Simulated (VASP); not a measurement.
OSZICAR of a VASP run on GaAs (zinc blende):

**OSZICAR**
```
       N       E                     dE             d eps       ncg     rms          rms(c)
DAV:   1    -0.103900638369E+02   -0.10390E+02   -0.63297E-01   634   0.158E+01    0.204E+00
DAV:   2    -0.103897974187E+02    0.26642E-03   -0.41839E-02   623   0.347E+00    0.134E+00
DAV:   3    -0.103882415093E+02    0.15559E-02   -0.41480E-03   561   0.117E+00    0.783E-01
DAV:   4    -0.103877928820E+02    0.44863E-03   -0.52469E-04   491   0.290E-01    0.437E-01
DAV:   5    -0.103876588480E+02    0.13403E-03   -0.11093E-04   456   0.984E-02    0.249E-01
DAV:   6    -0.103876201549E+02    0.38693E-04   -0.26072E-05   509   0.470E-02    0.139E-01
DAV:   7    -0.103876067383E+02    0.13417E-04   -0.54978E-06   444   0.227E-02    0.772E-02
DAV:   8    -0.103876021385E+02    0.45998E-05   -0.18290E-06   451   0.114E-02    0.421E-02
DAV:   9    -0.103876005052E+02    0.16333E-05   -0.61658E-07   233   0.600E-03    0.233E-02
DAV:  10    -0.103876000642E+02    0.44101E-06   -0.35243E-07   223   0.467E-03
   1 F= -.10387600E+02 E0= -.10387600E+02  d E =-.292364E-18
       N       E                     dE             ncg
```

Which electronic solver shows in the log?

It is blocked Davidson (ALGO = Normal, or the opening steps of other solvers). The INCAR had ALGO = Normal.

Can the final energy be trusted as converged?

Self-consistency was reached. It stopped with EDIFF = 1E-6, NELM = 60 (HSEsol screened hybrid, plane waves, VASP's PBE PAW potentials (set 64)).

The compound is GaAs in the zinc blende structure. It was relaxed first, which changed the volume by +5 %. The cell's shape comes from a PBE relaxation.
